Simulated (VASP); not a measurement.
# Si15B (a cell with a defect) in VASP: relaxation of the atoms with PBE

Aim: the relaxation of the atoms of Si15B (a cell with a defect) with PBE.

Program: VASP 6.6.1. These are calculated values, not measurements. Logs are shortened: lines on timing, memory, paths and dates and some standing lists are left out, and cuts for length are marked.

**1. The crystal as given**

The cell holds a defect, 16 atoms: a = 7.734 Å, b = 7.734 Å, c = 7.734 Å, α = 60.00°, β = 60.00°, γ = 60.00°.

**2. Relaxation of the atoms, PBE, collinear spin, ferromagnetic start**

Contents of INCAR:

```
  ALGO = Normal
  AMIX = 0.2
  AMIX_MAG = 0.8
  BMIX = 1E-4
  BMIX_MAG = 1E-4
  EDIFF = 1E-6
  EDIFFG = -0.025
  ENCUT = 450
  GGA = PE
  IBRION = 2
  ICORELEVEL = 1
  ISIF = 2
  ISMEAR = 0
  ISPIN = 2
  LASPH = True
  LCHARG = False
  LORBIT = 11
  LREAL = Auto
  LWAVE = False
  MAGMOM = 0.2 0 0 0 0 0 0 0 0.2 0 0 0.2 0 0.2 0.2 0
  NELM = 150
  NSW = 70
  PREC = Normal
  SIGMA = 0.01
```

Contents of KPOINTS:

```
k-points
0
Gamma
  2 2 2
```

Contents of POSCAR:

```
Si15B
1.0
   -5.4685940000      5.4685940000      0.0000000000
   -5.4685940000      0.0000000000      5.4685940000
    0.0000000000      5.4685940000      5.4685940000
B Si
1 15
Direct
    0.6250000000      0.6250000000      0.1250000000
    0.1250000000      0.6250000000      0.1250000000
    0.6250000000      0.1250000000      0.1250000000
    0.6250000000      0.6250000000      0.6250000000
    0.1250000000      0.1250000000      0.1250000000
    0.1250000000      0.6250000000      0.6250000000
    0.6250000000      0.1250000000      0.6250000000
    0.1250000000      0.1250000000      0.6250000000
    0.7500000000      0.7500000000      0.7500000000
    0.2500000000      0.7500000000      0.7500000000
    0.7500000000      0.2500000000      0.7500000000
    0.7500000000      0.7500000000      0.2500000000
    0.2500000000      0.2500000000      0.7500000000
    0.2500000000      0.7500000000      0.2500000000
    0.7500000000      0.2500000000      0.2500000000
    0.2500000000      0.2500000000      0.2500000000
```

Potentials or basis: VASP PAW PBE potentials, release 64 (B, Si).

The run is started by

```console
$ cat potpaw_PBE.64/B/POTCAR potpaw_PBE.64/Si/POTCAR > POTCAR
$ mpirun -np 2 vasp_std > vasp.out
```

OUTCAR:

```text
AMIX = 0.2
   AMIX_MAG = 0.8
   EDIFF = 1E-6
   EDIFFG = -0.025
   ENCUT = 450
   GGA = PE
   IBRION = 2
   ISIF = 2
   ISMEAR = 0
   ISPIN = 2
   LASPH = True
   LORBIT = 11
   LREAL = Auto
   NELM = 150
   NSW = 70
   PREC = Normal

 ion  position               nearest neighbor table
   1  0.625  0.625  0.125-   9 2.37  12 2.37  14 2.37  15 2.37
   2  0.125  0.625  0.125-  10 2.37  12 2.37  14 2.37  16 2.37
   3  0.625  0.125  0.125-  11 2.37  12 2.37  15 2.37  16 2.37
   4  0.625  0.625  0.625-   9 2.37  10 2.37  11 2.37  12 2.37
   5  0.125  0.125  0.125-  13 2.37  14 2.37  15 2.37  16 2.37
   6  0.125  0.625  0.625-   9 2.37  10 2.37  13 2.37  14 2.37
[... 8 lines left out ...]
  15  0.750  0.250  0.250-   1 2.37   3 2.37   5 2.37   7 2.37
  16  0.250  0.250  0.250-   2 2.37   3 2.37   5 2.37   8 2.37

  LATTYP: Found a face centered cubic cell.
 ALAT       =    10.9371880000

  Lattice vectors:

 A1 = (  -5.4685940000,   5.4685940000,   0.0000000000)
 A2 = (  -5.4685940000,   0.0000000000,   5.4685940000)
 A3 = (   0.0000000000,   5.4685940000,   5.4685940000)

Analysis of symmetry for initial positions (statically):
=====================================================================
 Subroutine PRICEL returns:
 Original cell was already a primitive cell.

 Routine SETGRP: Setting up the symmetry group for a
 face centered cubic supercell.

 Subroutine GETGRP returns: Found 24 space group operations
 (whereof  6 operations were pure point group operations)
 out of a pool of 48 trial point group operations.

The static configuration has the point symmetry C_3v.
 The point group associated with its full space group is T_d .

Analysis of symmetry for dynamics (positions and initial velocities):
=====================================================================
 Subroutine PRICEL returns:
 Original cell was already a primitive cell.

 Routine SETGRP: Setting up the symmetry group for a
 face centered cubic supercell.

 Subroutine GETGRP returns: Found 24 space group operations
 (whereof  6 operations were pure point group operations)
 out of a pool of 48 trial point group operations.

The dynamic configuration has the point symmetry C_3v.
 The point group associated with its full space group is T_d .

Analysis of structural, dynamic, and magnetic symmetry:
=====================================================================
 Subroutine PRICEL returns:
 Original cell was already a primitive cell.

 Routine SETGRP: Setting up the symmetry group for a
 face centered cubic supercell.

 Subroutine GETGRP returns: Found 24 space group operations
 (whereof  6 operations were pure point group operations)
 out of a pool of 48 trial point group operations.

The overall configuration has the point symmetry C_3v.
 The point group associated with its full space group is T_d .

 Subroutine INISYM returns: Found 24 space group operations
 (whereof  6 operations are pure point group operations),
 and found     1 'primitive' translations

----------------------------------------------------------------------------------------

                                     Primitive cell

  volume of cell :     327.0823

  direct lattice vectors                    reciprocal lattice vectors
    -5.468594000  5.468594000  0.000000000    -0.091431180  0.091431180 -0.091431180
    -5.468594000  0.000000000  5.468594000    -0.091431180 -0.091431180  0.091431180
     0.000000000  5.468594000  5.468594000     0.091431180  0.091431180  0.091431180

  length of vectors
     7.733759802  7.733759802  7.733759802     0.158363448  0.158363448  0.158363448

  position of ions in fractional coordinates (direct lattice)
     0.625000000  0.625000000  0.125000000
     0.125000000  0.625000000  0.125000000
     0.625000000  0.125000000  0.125000000
     0.625000000  0.625000000  0.625000000
     0.125000000  0.125000000  0.125000000
     0.125000000  0.625000000  0.625000000
[... 8 lines left out ...]
     0.750000000  0.250000000  0.250000000
     0.250000000  0.250000000  0.250000000

  ion indices of the primitive-cell ions
   primitive index   ion index
                 1           1
                 2           2
                 3           3
                 4           4
[... 48 lines left out ...]
   dimension x,y,z NGXF=    80 NGYF=   80 NGZF=   80
   ions per type =               1  15
   NGX,Y,Z   is equivalent  to a cutoff of   8.60,  8.60,  8.60 a.u.
   NGXF,Y,Z  is equivalent  to a cutoff of  17.20, 17.20, 17.20 a.u.
 SYSTEM =  unknown system
   PREC   = normal    normal or accurate (medium, high low for compatibility)
   ISTART =      0    job   : 0-new  1-cont  2-samecut
   ICHARG =      2    charge: 1-file 2-atom 10-const
   ISPIN  =      2    spin polarized calculation?
   LNONCOLLINEAR =      F non collinear calculations
   LSORBIT =      F    spin-orbit coupling
   LASPH  =      T    aspherical Exc in radial PAW
   ENCUT  =  450.0 eV  33.07 Ry    5.75 a.u.  13.38 13.38 13.38*2*pi/ulx,y,z
   NELM   =    150;   NELMIN=  2; NELMDL= -5     # of ELM steps
   EDIFF  = 0.1E-05   stopping-criterion for ELM
   LREAL  =      T    real-space projection
   EDIFFG = -.3E-01   stopping-criterion for IOM
   NSW    =     70    number of steps for IOM
   IBRION =      2    ionic relax: 0-MD 1-quasi-New 2-CG
   NFREE  =      1    steps in history (QN), initial steepest desc. (CG)
   ISIF   =      2    stress and relaxation
   ISYM   =      2    0-nonsym 1-usesym 2-fastsym
   POTIM  = 0.5000    time-step for ionic-motion
   TEBEG  =    0.0;   TEEND  =   0.0 temperature during run
   PSTRESS=    0.0 pullay stress
   NELECT =      63.0000    total number of electrons
   NUPDOWN=      -1.0000    fix difference up-down
   EMIN   =  10.00;   EMAX   =-10.00  energy-range for DOS
   EFERMI =   0.00;   METHOD = LEGACY
   ISMEAR =     0;   SIGMA  =   0.01  broadening in eV -4-tet -1-fermi 0-gaus
   EFERMI_NEDOS =   21; number of points for ismear=-14 and -15
   IALGO  =     38    algorithm
   IMIX   =      4    mixing-type and parameters
     AMIX     =   0.20;   BMIX     =  0.00
     AMIX_MAG =   0.80;   BMIX_MAG =  0.00
  volume/ion in A,a.u.               =      20.44       137.95
  Fermi-wavevector in a.u.,A,eV,Ry     =   0.945444  1.786631 12.161774  0.893865
  Thomas-Fermi vector in A             =   2.073347
   LORBIT       =     11    0 simple, 1 ext, 2 COOP (PROOUT), +10 PAW based schemes
   GGA     = PE    functional components
   LHFCALC =     F    Hartree Fock is set to
   AEXX    =    0.0000 exact exchange contribution
   IVDW    =     0    specifies the selected vdW correction
   LEPSILON=     F    determine dielectric tensor
   LRPA    =     F    only Hartree local field effects (RPA)
 conjugate gradient relaxation of ions
 spin polarized calculation
 Gauss-broadening in eV      SIGMA  =   0.01
  energy-cutoff  :      450.00
  volume of cell :      327.08
 maximum number of plane-waves:      7120
   NGX = 27   NGY = 27   NGZ = 27

--------------------------------------- Ionic step        1  -------------------------------------------

 number of electron      63.0000004 magnetization       0.2499192

 Free energy of the ion-electron system (eV)
  ---------------------------------------------------
  ext. energy  EPLUGINS =         0.00000000
  ---------------------------------------------------
  free energy    TOTEN  =       -84.58101819 eV

  energy without entropy =      -84.57877117  energy(sigma->0) =      -84.57989468

------------------------ aborting loop because EDIFF is reached ----------------------------------------

  FORCE on cell =-STRESS in cart. coord.  units (eV):
  Direction    XX          YY          ZZ          XY          YZ          ZX
  --------------------------------------------------------------------------------------
  -------------------------------------------------------------------------------------
  Total       -6.0916210     -6.0916210     -6.0916210      0.0000000      0.0000000      0.0000000
  in kB      -29.8391480    -29.8391480    -29.8391480      0.0000000      0.0000000      0.0000000
  external PRESSURE =     -29.8391480 kB  Pullay stress =       0.0000000 kB
[... 287 lines left out ...]
--------------------------------------- Ionic step        7  -------------------------------------------

 number of electron      63.0000002 magnetization       0.2498461

 Free energy of the ion-electron system (eV)
  ---------------------------------------------------
  ext. energy  EPLUGINS =         0.00000000
  ---------------------------------------------------
  free energy    TOTEN  =       -85.51607026 eV

  energy without entropy =      -85.51382142  energy(sigma->0) =      -85.51494584

 the core state eigenenergies are
   1-  1s   -168.0959
   2-  1s  -1774.6076  2s   -128.5380  2p    -84.5664
   3-  1s  -1774.6076  2s   -128.5380  2p    -84.5664
   4-  1s  -1774.6076  2s   -128.5380  2p    -84.5664
   5-  1s  -1774.6076  2s   -128.5380  2p    -84.5664
   6-  1s  -1774.6076  2s   -128.5380  2p    -84.5664
   7-  1s  -1774.6076  2s   -128.5380  2p    -84.5664
   8-  1s  -1774.6287  2s   -128.5805  2p    -84.6073
   9-  1s  -1774.8716  2s   -128.6935  2p    -84.7292
  10-  1s  -1774.5341  2s   -128.5013  2p    -84.5271
  11-  1s  -1774.5341  2s   -128.5013  2p    -84.5271
  12-  1s  -1774.8716  2s   -128.6935  2p    -84.7292
  13-  1s  -1774.5341  2s   -128.5013  2p    -84.5271
  14-  1s  -1774.8716  2s   -128.6935  2p    -84.7292
  15-  1s  -1774.8716  2s   -128.6935  2p    -84.7292
  16-  1s  -1774.5341  2s   -128.5013  2p    -84.5271

 E-fermi :   4.7637     XC(G=0):  -9.2341

 val. band max:        4.7589016859   @ k =   0.5000   0.0000   0.0000
 cond. band min:       5.4237737186   @ k =   0.0000   0.0000   0.0000
 fundamental gap:      0.6648720327
 Fermi energy:         4.7636727448

 spin component 1

 k-point     1 :       0.0000    0.0000    0.0000
  band No.  band energies     occupation
      1      -6.3599      1.00000
      2      -4.1019      1.00000
      3      -4.1019      1.00000
      4      -4.1019      1.00000
      5      -4.0170      1.00000
      6      -2.3341      1.00000
[... 124 lines left out ...]
     41       9.5417      0.00000
     42       9.5503      0.00000
 Fermi energy:         4.7636727448

 spin component 2

 k-point     1 :       0.0000    0.0000    0.0000
  band No.  band energies     occupation
      1      -6.3432      1.00000
      2      -4.0837      1.00000
      3      -4.0837      1.00000
      4      -4.0837      1.00000
      5      -3.9993      1.00000
      6      -2.3152      1.00000
[... 167 lines left out ...]
  FREE ENERGIE OF THE ION-ELECTRON SYSTEM (eV)
  ---------------------------------------------------
  free  energy   TOTEN  =       -85.5160702639 eV

  energy  without entropy=      -85.5138214172  energy(sigma->0) =      -85.51494584

 reached required accuracy - stopping structural energy minimisation

 total charge

# of ion       s       p       d       tot
------------------------------------------
    1        0.639   1.068   0.000   1.707
    2        0.745   0.911   0.000   1.656
    3        0.745   0.911   0.000   1.656
    4        0.745   0.911   0.000   1.656
    5        0.745   0.911   0.000   1.656
    6        0.745   0.911   0.000   1.656
[... 8 lines left out ...]
   15        0.743   0.874   0.000   1.617
   16        0.745   0.927   0.000   1.671
--------------------------------------------------
tot         11.804  14.658   0.000  26.462

 magnetization (x)

# of ion       s       p       d       tot
------------------------------------------
    1       -0.000   0.004   0.000   0.004
    2        0.000   0.007   0.000   0.008
    3        0.000   0.007   0.000   0.008
    4        0.000   0.007   0.000   0.008
    5        0.000   0.007   0.000   0.008
    6        0.000   0.007   0.000   0.008
[... 8 lines left out ...]
   15        0.000   0.007   0.000   0.007
   16       -0.000   0.006   0.000   0.006
--------------------------------------------------
tot          0.002   0.109   0.000   0.111
```

Run time: 1.9 min. Hardware: 2 MPI ranks of Intel Xeon Platinum 8488C (Sapphire Rapids), shared host; peak memory 0.21 GiB.

What came out:

| Property | Result |
| --- | --- |
| Free energy | -85.5161 eV |
| Energy gained by relaxing | 58.4 meV/atom |
| Ionic steps | 7 |
| Pressure after relaxing | -4.2 GPa |
| Largest force after relaxing | 0.008 eV/Å |
| Band gap on the k mesh | none (metal or under the smearing width) |
| Net moment | 0.25 μB per cell |
| Valence electrons inside the program's atomic spheres | B 1.71; Si 1.66, 1.67, 1.62 |

Forces on the atoms (eV/Å):
```
B    0.000  0.000  0.000
Si   0.000  0.000  0.002
Si   0.000  0.002  0.000
Si  -0.002  0.000  0.000
Si   0.002  0.000  0.000
Si   0.000 -0.002  0.000
Si   0.000  0.000 -0.002
Si   0.000  0.000  0.000
Si  -0.003 -0.003 -0.003
Si   0.004  0.004 -0.004
Si   0.004 -0.004  0.004
Si  -0.003  0.003  0.003
Si  -0.004  0.004  0.004
Si   0.003 -0.003  0.003
Si   0.003  0.003 -0.003
Si  -0.004 -0.004 -0.004
```

Step by step:
| step | energy change (eV) | largest force (eV/Å) | pressure (GPa) |
| --- | --- | --- | --- |
| 1 | 0.0000 | 1.9602 | -2.98 |
| 2 | -0.6120 | 1.1979 | -3.58 |
| 3 | -0.9123 | 0.2151 | -4.08 |
| 4 | -0.9139 | 0.2262 | -4.11 |
| 5 | -0.9140 | 0.2218 | -4.11 |
| 6 | -0.9327 | 0.0858 | -4.14 |
| 7 | -0.9351 | 0.0078 | -4.17 |

Final structure:
```xyz
16
Lattice="-5.4686 5.4686 0.0000 -5.4686 0.0000 5.4686 0.0000 5.4686 5.4686" Properties=species:S:1:pos:R:3 pbc="T T T"
B    -6.8357    4.1014    4.1014
Si   -4.1014    1.3671    4.1323
Si   -4.1014    4.1323    1.3671
Si   -6.8666    6.8357    6.8357
Si   -1.3363    1.3671    1.3671
Si   -4.1014    4.0706    6.8357
Si   -4.1014    6.8357    4.0706
Si   -1.3671    4.1014    4.1014
Si   -8.0805    8.3253    8.3253
Si   -5.4564    5.4808    8.1907
Si   -5.4564    8.1907    5.4808
Si   -8.0805    5.3462    5.3462
Si   -2.7465    5.4808    5.4808
Si   -5.5910    2.8567    5.3462
Si   -5.5910    5.3462    2.8567
Si   -2.7465    2.7221    2.7221
```

Levels at points of the mesh, in eV from the Fermi level:
Spin up:
```tsv
k point	band 30	band 31	band 32	band 33	band 34	band 35
(0.00, 0.00, 0.00)	0.66	0.66	0.66	1.25	1.25	1.42
(0.50, 0.00, 0.00)	-0.14	-0.03	-0.03	2.07	2.13	2.13
(0.50, 0.50, 0.00)	-0.70	-0.70	-0.46	1.77	1.79	2.89
```
Spin down:
```
           k point  band 30  band 31  band 32  band 33  band 34  band 35
(0.00, 0.00, 0.00)     0.68     0.68     0.68     1.26     1.26     1.43
(0.50, 0.00, 0.00)    -0.12     0.00     0.00     2.08     2.14     2.14
(0.50, 0.50, 0.00)    -0.68    -0.68    -0.44     1.78     1.80     2.90
```

Core levels (eV, on the scale of the bands):
| atom | levels |
| --- | --- |
| 1 B | 1s -168.1 |
| 2 Si | 1s -1774.6, 2s -128.5, 2p -84.6 |
| 3 Si | 1s -1774.6, 2s -128.5, 2p -84.6 |
| 4 Si | 1s -1774.6, 2s -128.5, 2p -84.6 |
| 5 Si | 1s -1774.6, 2s -128.5, 2p -84.6 |
| 6 Si | 1s -1774.6, 2s -128.5, 2p -84.6 |

Caveat: the k mesh is coarse (spacing up to 0.50 Å⁻¹), so the values aren't converged.
